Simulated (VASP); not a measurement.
Here is the system:

```xyz
2
Lattice="0.0000 3.2754 3.2754 3.2754 0.0000 3.2754 3.2754 3.2754 0.0000" Properties=species:S:1:pos:R:3 pbc="T T T"
Hg     0.0000     0.0000     0.0000
Te     1.6377     1.6377     1.6377
```

These are PBE GGA with D3 dispersion (zero damping), VASP's PBE PAW potentials (set 64) (plane waves; VASP 6.6.1) values and carry that method's errors. Numerical set-up: 520 eV cut-off, Gaussian smearing of 0.050 eV, potentials Hg Te.

### Question
Give the energies of bands 2 to 12 at the high-symmetry points, in eV from the Fermi level.

### Answer

| band | Γ | X | U | L | W |
|---|---|---|---|---|---|
| 2 | -7.13 | -6.95 | -6.95 | -7.01 | -6.92 |
| 3 | -7.13 | -6.82 | -6.87 | -7.01 | -6.88 |
| 4 | -7.13 | -6.82 | -6.74 | -6.63 | -6.69 |
| 5 | -6.64 | -6.59 | -6.62 | -6.63 | -6.67 |
| 6 | -6.64 | -6.23 | -6.16 | -6.36 | -6.09 |
| 7 | -0.82 | -5.22 | -5.24 | -5.23 | -5.29 |
| 8 | 0.00 | -2.11 | -2.71 | -0.91 | -2.46 |
| 9 | 0.00 | -2.11 | -1.75 | -0.91 | -2.38 |
| 10 | 0.00 | 1.91 | 2.25 | 0.70 | 3.02 |
| 11 | 4.30 | 2.59 | 4.03 | 5.07 | 4.66 |
| 12 | 4.30 | 8.08 | 7.01 | 5.07 | 5.28 |

It has no gap at this level: it comes out as a metal or semimetal.

The compound is HgTe in the zinc blende structure. It was relaxed first.
